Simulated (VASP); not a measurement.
Computed with HSE06 screened hybrid, VASP's PBE PAW potentials (set 64) (plane waves; VASP).

VASP input:

INCAR:
```
SYSTEM = LiMg31O32
PREC = Normal; ENCUT = 400; LREAL = Auto
LASPH = .TRUE.; ISYM = 0; NELECT = 254.0
EDIFF = 1E-5; NELM = 50; NELMIN = 4
ALGO = Normal
ISMEAR = 0; SIGMA = 0.05
GGA = PE; LHFCALC = .TRUE.; AEXX = 0.25
HFSCREEN = 0.2; PRECFOCK = Fast
ISIF = 0
LWAVE = .FALSE.; LCHARG = .FALSE.
```

POSCAR:
```
LiMg31O32
1.0
  8.4869590160   0.0000000000   0.0000000000
  0.0000000000   8.4869590160   0.0000000000
  0.0000000000   0.0000000000   8.4869590160
Mg O Li
31 32 1
Cartesian
  4.2438724084   8.4852577295   0.0037914047
  6.3617829025   2.1256443229   0.0048613055
  6.3604801229   8.4855603219   2.1286681305
  0.0002224118   8.4868442019   0.0023255778
  2.1261962146   2.1254781203   0.0041136706
  4.2438142226   4.2425823176   0.0041884535
  6.3607952029   6.3597226457   0.0035133982
  2.1255841207   8.4854973028   2.1288679441
  4.2429104922   2.1458814877   2.1519733157
  6.3384902661   4.2430440998   2.1527322493
  4.2439643875   8.4856866528   4.2461159750
  6.3408182771   2.1461483593   4.2483171773
  6.3627531435   8.4861755135   6.3635565522
  0.0005355755   4.2433205065   0.0043737798
  2.1263782022   6.3592072886   0.0035415613
  8.4864568197   2.1261327338   2.1297153508
  2.1472936617   4.2409358654   2.1519961694
  4.2431589428   6.3370090931   2.1527564439
  0.0009649341   8.4860788089   4.2454482194
  2.1479720803   2.1459622394   4.2478184972
  6.3401257947   6.3374933293   4.2478935991
  2.1275825967   8.4859327152   6.3630646837
  4.2447828248   2.1453113135   6.3455172636
  6.3413942718   4.2423527225   6.3443323679
  8.4867942332   6.3594986901   2.1289662095
  0.0009551741   4.2424766669   4.2471532978
  2.1477989651   6.3383207807   4.2462179518
  0.0016444434   2.1263109651   6.3641396886
  2.1476652097   4.2423758571   6.3444741697
  4.2457170701   6.3373202921   6.3430270625
  0.0013840414   6.3608961926   6.3640891665
  6.3647007190   2.1216866850   2.1264987917
  0.0002362167   4.2424951209   2.1176235500
  0.0004318513   2.1128291251   4.2466257510
  2.1217588293   2.1206849090   2.1262459982
  4.2432337834   4.2413878121   2.0736577279
  6.3643414558   6.3636259008   2.1260316592
  8.4868282337   8.4864552097   2.1219607128
  4.2432995964   2.0687550196   4.2481907997
  6.4185426065   4.2421911757   4.2492243747
  0.0010313030   6.3726720206   4.2464689892
  6.3662312674   2.1213886663   6.3685770433
  0.0013622613   4.2435034412   6.3774882289
  0.0009789571   2.1198575527   0.0040093421
  2.1219623754   6.3627746563   2.1253139265
  4.2428690342   8.4856242346   2.1169371740
  2.0705989328   4.2411446004   4.2480804956
  4.2442669535   6.4162759800   4.2476618525
  6.3738839354   8.4866754718   4.2461259837
  2.1229586595   2.1216756350   6.3683592094
  4.2446137689   4.2418887166   6.4222173282
  6.3655664576   6.3633570195   6.3683550907
  0.0015624330   8.4864596790   6.3697965285
  4.2436763503   2.1123255158   0.0040556962
  6.3737897819   4.2427649315   0.0050565327
  8.4868685280   6.3667784259   0.0033094167
  2.1143280579   8.4851484616   4.2458125272
  2.1237375095   6.3637733863   6.3679322211
  4.2450636778   8.4867271710   6.3764714751
  2.1139562875   4.2420370704   0.0041096011
  4.2437968422   6.3719766246   0.0040040395
  6.3682057507   8.4856459510   0.0028313836
  2.1194595449   8.4861198221   0.0030371822
  4.2403974111   4.2359416448   4.2567334824
```

KPOINTS:
```
kpoints
0
gamma
1 1 1
```

POTCAR, in this order: Mg O Li (PBE.64 set). Program: vasp_gam. Read from the step before: WAVECAR.

The run wrote:

### OUTCAR
```
 ion  position               nearest neighbor table
   1  0.500  1.000  0.000-  46 2.11  61 2.11  54 2.11  59 2.11  62 2.12  63 2.12   3 3.00   7 3.00
                             8 3.00  15 3.00  22 3.00   5 3.00   2 3.00  13 3.00  23 3.04  30 3.04
   2  0.750  0.250  0.001-  55 2.12  54 2.12  32 2.12  42 2.12  44 2.13  62 2.13   6 2.99  14 3.00
                             1 3.00  16 3.00   3 3.01   4 3.01  28 3.01  13 3.01  23 3.01  24 3.02
   3  0.749  1.000  0.251-  49 2.12  46 2.12  37 2.12  32 2.12  62 2.13  38 2.13  11 2.99   1 3.00
                            19 3.00   2 3.01   7 3.01  25 3.01   4 3.01  16 3.01   9 3.02  18 3.02
   4  0.000  1.000  0.000-  62 2.12  63 2.12  53 2.12  38 2.12  44 2.12  56 2.12  13 3.01  31 3.01
                             2 3.01   5 3.01  28 3.01   8 3.01   3 3.01   7 3.01  22 3.01  16 3.01
   5  0.251  0.250  0.000-  60 2.12  54 2.12  35 2.12  50 2.12  44 2.13  63 2.13   6 2.99  14 3.00
                             1 3.00  28 3.01   4 3.01   8 3.01  16 3.01  22 3.01  17 3.01  29 3.01
   6  0.500  0.500  0.000-  51 2.07  36 2.07  61 2.13  60 2.13  55 2.13  54 2.13  15 2.99   7 2.99
                             5 2.99   2 2.99  29 3.00  23 3.00  30 3.00  18 3.00  10 3.00  17 3.00
   7  0.749  0.749  0.000-  55 2.12  61 2.12  52 2.12  37 2.12  62 2.13  56 2.13   6 2.99   1 3.00
                            14 3.00   3 3.01  25 3.01  13 3.01   4 3.01  31 3.01  30 3.01  24 3.01
   8  0.250  1.000  0.251-  57 2.12  46 2.12  35 2.12  45 2.12  38 2.13  63 2.13  11 3.00  19 3.00
                             1 3.00  15 3.01   5 3.01  25 3.01   4 3.01  16 3.01  27 3.02   9 3.02
   9  0.500  0.253  0.254-  36 2.10  39 2.10  35 2.12  32 2.12  46 2.15  54 2.15  17 2.96  20 2.96
                            10 2.96  12 2.97  64 2.97  11 3.00   6 3.00   5 3.02   8 3.02   3 3.02
  10  0.747  0.500  0.254-  36 2.10  40 2.10  37 2.12  32 2.12  55 2.15  33 2.15  18 2.96  21 2.96
                            12 2.96   9 2.96  64 2.97   6 3.00  26 3.00  25 3.02  16 3.02   2 3.02
  11  0.500  1.000  0.500-  48 2.07  39 2.07  46 2.13  57 2.13  49 2.13  59 2.13  22 2.99   3 2.99
                             8 3.00  13 3.00   9 3.00  18 3.00  20 3.00  27 3.00  12 3.00  21 3.00
  12  0.747  0.253  0.501-  40 2.10  39 2.10  42 2.12  32 2.12  49 2.15  34 2.15  64 2.96  24 2.96
                            10 2.96  23 2.97   9 2.97  26 3.00  11 3.00  13 3.01  28 3.01  16 3.02
  13  0.750  1.000  0.750-  49 2.12  59 2.12  42 2.12  52 2.12  53 2.13  62 2.13  11 3.00  19 3.00
                             1 3.00   4 3.01  31 3.01  28 3.01   7 3.01   2 3.01  12 3.01  23 3.02
  14  0.000  0.500  0.001-  33 2.11  60 2.11  55 2.11  43 2.11  56 2.12  44 2.12  25 3.00  15 3.00
                            16 3.00   7 3.00   2 3.00   5 3.00  28 3.00  31 3.00  24 3.04  29 3.04
  15  0.251  0.749  0.000-  60 2.12  61 2.12  45 2.12  58 2.12  56 2.13  63 2.13   6 2.99  14 3.00
                             1 3.00  31 3.01   8 3.01  25 3.01   4 3.01  22 3.01  29 3.01  18 3.02
  16  1.000  0.251  0.251-  33 2.12  34 2.12  32 2.12  35 2.12  44 2.13  38 2.13  26 2.99  14 3.00
                            19 3.00   2 3.00   5 3.01   3 3.01   4 3.01   8 3.01  17 3.01  12 3.02
  17  0.253  0.500  0.254-  36 2.10  47 2.10  35 2.12  45 2.12  33 2.15  60 2.15   9 2.96  20 2.96
                            27 2.96  18 2.96  64 2.97  26 3.00   6 3.00  16 3.01   5 3.01  25 3.02
  18  0.500  0.747  0.254-  48 2.10  36 2.10  37 2.12  45 2.12  46 2.15  61 2.15  27 2.96  10 2.96
                            17 2.96  21 2.96  64 2.97  11 3.00   6 3.00   3 3.02  15 3.02   8 3.02
  19  0.000  1.000  0.500-  57 2.11  41 2.11  34 2.11  49 2.11  38 2.12  53 2.12   8 3.00  16 3.00
                            25 3.00  13 3.00  31 3.00   3 3.00  22 3.00  28 3.00  20 3.04  12 3.04
  20  0.253  0.253  0.501-  47 2.10  39 2.10  50 2.12  35 2.12  34 2.15  57 2.15  64 2.96   9 2.96
...
```

### OSZICAR
```
       N       E                     dE             d eps       ncg     rms          rms(c)
DAV:   1    -0.453901386973E+03   -0.45390E+03   -0.76827E+00   320   0.790E+00    0.164E+00
DAV:   2    -0.453963754232E+03   -0.62367E-01   -0.14931E-01   352   0.900E-01    0.103E+00
DAV:   3    -0.453948892809E+03    0.14861E-01   -0.89877E-03   360   0.226E-01    0.664E-01
DAV:   4    -0.453952144692E+03   -0.32519E-02   -0.39228E-03   352   0.152E-01    0.684E-01
DAV:   5    -0.453991024166E+03   -0.38879E-01   -0.35071E-03   392   0.213E-01    0.785E-01
DAV:   6    -0.454050370229E+03   -0.59346E-01   -0.43009E-03   352   0.230E-01    0.131E+00
DAV:   7    -0.454142842536E+03   -0.92472E-01   -0.16550E-02   400   0.535E-01    0.937E-01
DAV:   8    -0.454135424652E+03    0.74179E-02   -0.93833E-03   352   0.272E-01    0.569E-01
DAV:   9    -0.454132028652E+03    0.33960E-02   -0.17041E-03   392   0.170E-01    0.320E-01
DAV:  10    -0.454131115213E+03    0.91344E-03   -0.18567E-03   360   0.138E-01    0.171E-01
DAV:  11    -0.454130857937E+03    0.25728E-03   -0.32463E-04   400   0.610E-02    0.971E-02
DAV:  12    -0.454130792914E+03    0.65023E-04   -0.31272E-04   360   0.508E-02    0.556E-02
DAV:  13    -0.454130792227E+03    0.68775E-06   -0.15219E-04   232   0.215E-02    0.395E-02
DAV:  14    -0.454130801526E+03   -0.92989E-05   -0.14989E-04   296   0.215E-02    0.319E-02
DAV:  15    -0.454130819375E+03   -0.17849E-04   -0.13480E-04   184   0.123E-02    0.304E-02
DAV:  16    -0.454130836340E+03   -0.16965E-04   -0.13018E-04   200   0.109E-02    0.300E-02
DAV:  17    -0.454130854197E+03   -0.17857E-04   -0.12951E-04   184   0.848E-03    0.301E-02
DAV:  18    -0.454130871447E+03   -0.17250E-04   -0.12687E-04   184   0.812E-03    0.302E-02
DAV:  19    -0.454130888472E+03   -0.17025E-04   -0.12590E-04   184   0.814E-03    0.301E-02
DAV:  20    -0.454130905246E+03   -0.16774E-04   -0.12400E-04   208   0.748E-03    0.301E-02
DAV:  21    -0.454130921724E+03   -0.16478E-04   -0.12248E-04   184   0.716E-03    0.299E-02
DAV:  22    -0.454130937984E+03   -0.16260E-04   -0.12116E-04   192   0.719E-03    0.298E-02
DAV:  23    -0.454130954041E+03   -0.16058E-04   -0.11979E-04   184   0.718E-03    0.297E-02
DAV:  24    -0.454130969958E+03   -0.15917E-04   -0.11862E-04   200   0.709E-03    0.295E-02
DAV:  25    -0.454130985745E+03   -0.15788E-04   -0.11752E-04   184   0.688E-03    0.294E-02
DAV:  26    -0.454131001434E+03   -0.15689E-04   -0.11672E-04   192   0.686E-03    0.292E-02
DAV:  27    -0.454131017045E+03   -0.15611E-04   -0.11598E-04   160   0.681E-03    0.291E-02
DAV:  28    -0.454131032606E+03   -0.15560E-04   -0.11544E-04   176   0.679E-03    0.290E-02
DAV:  29    -0.454131048133E+03   -0.15528E-04   -0.11497E-04   160   0.669E-03    0.290E-02
DAV:  30    -0.454131063643E+03   -0.15510E-04   -0.11470E-04   184   0.666E-03    0.289E-02
DAV:  31    -0.454131079152E+03   -0.15509E-04   -0.11451E-04   160   0.661E-03    0.289E-02
DAV:  32    -0.454131094670E+03   -0.15518E-04   -0.11446E-04   176   0.661E-03    0.288E-02
DAV:  33    -0.454131110205E+03   -0.15536E-04   -0.11445E-04   160   0.657E-03    0.288E-02
DAV:  34    -0.454131125771E+03   -0.15565E-04   -0.11456E-04   160   0.655E-03    0.288E-02
DAV:  35    -0.454131141367E+03   -0.15597E-04   -0.11469E-04   160   0.652E-03    0.288E-02
DAV:  36    -0.454131157004E+03   -0.15637E-04   -0.11491E-04   208   0.653E-03    0.288E-02
DAV:  37    -0.454131172687E+03   -0.15682E-04   -0.11515E-04   160   0.651E-03    0.289E-02
DAV:  38    -0.454131188416E+03   -0.15729E-04   -0.11545E-04   160   0.651E-03    0.289E-02
DAV:  39    -0.454131204191E+03   -0.15776E-04   -0.11573E-04   176   0.649E-03    0.289E-02
DAV:  40    -0.454131220017E+03   -0.15826E-04   -0.11606E-04   160   0.650E-03    0.290E-02
DAV:  41    -0.454131235888E+03   -0.15871E-04   -0.11637E-04   160   0.650E-03    0.290E-02
DAV:  42    -0.454131251807E+03   -0.15919E-04   -0.11670E-04   176   0.651E-03    0.290E-02
DAV:  43    -0.454131267768E+03   -0.15961E-04   -0.11699E-04   160   0.650E-03    0.291E-02
DAV:  44    -0.454131283769E+03   -0.16001E-04   -0.11731E-04   192   0.651E-03    0.291E-02
DAV:  45    -0.454131299806E+03   -0.16037E-04   -0.11756E-04   176   0.651E-03    0.292E-02
DAV:  46    -0.454131315873E+03   -0.16067E-04   -0.11781E-04   160   0.652E-03    0.292E-02
DAV:  47    -0.454131331963E+03   -0.16090E-04   -0.11800E-04   160   0.652E-03    0.292E-02
DAV:  48    -0.454131348072E+03   -0.16109E-04   -0.11818E-04   176   0.653E-03    0.292E-02
DAV:  49    -0.454131364191E+03   -0.16119E-04   -0.11828E-04   160   0.653E-03    0.293E-02
DAV:  50    -0.454131380312E+03   -0.16121E-04   -0.11836E-04   160   0.654E-03
   1 F= -.45413138E+03 E0= -.45413138E+03  d E =-.943447E-08
```

**OUTCAR**
```
------------------------ aborting loop EDIFF was not reached (unconverged)  ----------------------------
  volume of cell :      611.30
      direct lattice vectors                 reciprocal lattice vectors
     8.486959016  0.000000000  0.000000000     0.117827834  0.000000000  0.000000000
     0.000000000  8.486959016  0.000000000     0.000000000  0.117827834  0.000000000
     0.000000000  0.000000000  8.486959016     0.000000000  0.000000000  0.117827834
  FREE ENERGIE OF THE ION-ELECTRON SYSTEM (eV)
  ---------------------------------------------------
  free  energy   TOTEN  =      -454.1313803120 eV

  energy  without entropy=     -454.1313803025  energy(sigma->0) =     -454.13138031

  exchange ACFDT corr.  =         0.00000000  see jH, gK, PRB 81, 115126
```
(Selected blocks of OUTCAR.)

stdout:
```
...
DAV:  31    -0.454131079152E+03   -0.15509E-04   -0.11451E-04   160   0.661E-03    0.289E-02
DAV:  32    -0.454131094670E+03   -0.15518E-04   -0.11446E-04   176   0.661E-03    0.288E-02
DAV:  33    -0.454131110205E+03   -0.15536E-04   -0.11445E-04   160   0.657E-03    0.288E-02
DAV:  34    -0.454131125771E+03   -0.15565E-04   -0.11456E-04   160   0.655E-03    0.288E-02
DAV:  35    -0.454131141367E+03   -0.15597E-04   -0.11469E-04   160   0.652E-03    0.288E-02
DAV:  36    -0.454131157004E+03   -0.15637E-04   -0.11491E-04   208   0.653E-03    0.288E-02
DAV:  37    -0.454131172687E+03   -0.15682E-04   -0.11515E-04   160   0.651E-03    0.289E-02
DAV:  38    -0.454131188416E+03   -0.15729E-04   -0.11545E-04   160   0.651E-03    0.289E-02
DAV:  39    -0.454131204191E+03   -0.15776E-04   -0.11573E-04   176   0.649E-03    0.289E-02
DAV:  40    -0.454131220017E+03   -0.15826E-04   -0.11606E-04   160   0.650E-03    0.290E-02
DAV:  41    -0.454131235888E+03   -0.15871E-04   -0.11637E-04   160   0.650E-03    0.290E-02
DAV:  42    -0.454131251807E+03   -0.15919E-04   -0.11670E-04   176   0.651E-03    0.290E-02
DAV:  43    -0.454131267768E+03   -0.15961E-04   -0.11699E-04   160   0.650E-03    0.291E-02
DAV:  44    -0.454131283769E+03   -0.16001E-04   -0.11731E-04   192   0.651E-03    0.291E-02
DAV:  45    -0.454131299806E+03   -0.16037E-04   -0.11756E-04   176   0.651E-03    0.292E-02
DAV:  46    -0.454131315873E+03   -0.16067E-04   -0.11781E-04   160   0.652E-03    0.292E-02
DAV:  47    -0.454131331963E+03   -0.16090E-04   -0.11800E-04   160   0.652E-03    0.292E-02
DAV:  48    -0.454131348072E+03   -0.16109E-04   -0.11818E-04   176   0.653E-03    0.292E-02
DAV:  49    -0.454131364191E+03   -0.16119E-04   -0.11828E-04   160   0.653E-03    0.293E-02
DAV:  50    -0.454131380312E+03   -0.16121E-04   -0.11836E-04   160   0.654E-03

 -----------------------------------------------------------------------------
|                                                                             |
|           W    W    AA    RRRRR   N    N  II  N    N   GGGG   !!!           |
|           W    W   A  A   R    R  NN   N  II  NN   N  G    G  !!!           |
|           W    W  A    A  R    R  N N  N  II  N N  N  G       !!!           |
|           W WW W  AAAAAA  RRRRR   N  N N  II  N  N N  G  GGG   !            |
|           WW  WW  A    A  R   R   N   NN  II  N   NN  G    G                |
|           W    W  A    A  R    R  N    N  II  N    N   GGGG   !!!           |
|                                                                             |
|     The electronic self-consistency was not achieved in the given           |
|     number of steps (NELM). The forces and other quantities evaluated       |
|     might not be reliable so examine the results carefully. If you find     |
|     spurious results, we suggest increasing NELM, if you were close to      |
|     convergence or switching to a different ALGO or adjusting the           |
|     density mixing parameters otherwise.                                    |
|                                                                             |
 -----------------------------------------------------------------------------

   1 F= -.45413138E+03 E0= -.45413138E+03  d E =-.943447E-08
```

Convergence was not reached.

The cell is charged, with a uniform compensating background. The supercell is sampled at Γ alone, which is coarse: total energies, pressure and levels can be off, energies of defects by several tenths of an eV.

The cell is a supercell with a defect, built from MgO (rock salt): Li_Mg, charge +1. The cell's shape comes from a PBE relaxation. The run is not spin-polarised, so no state with unpaired spins was tried.
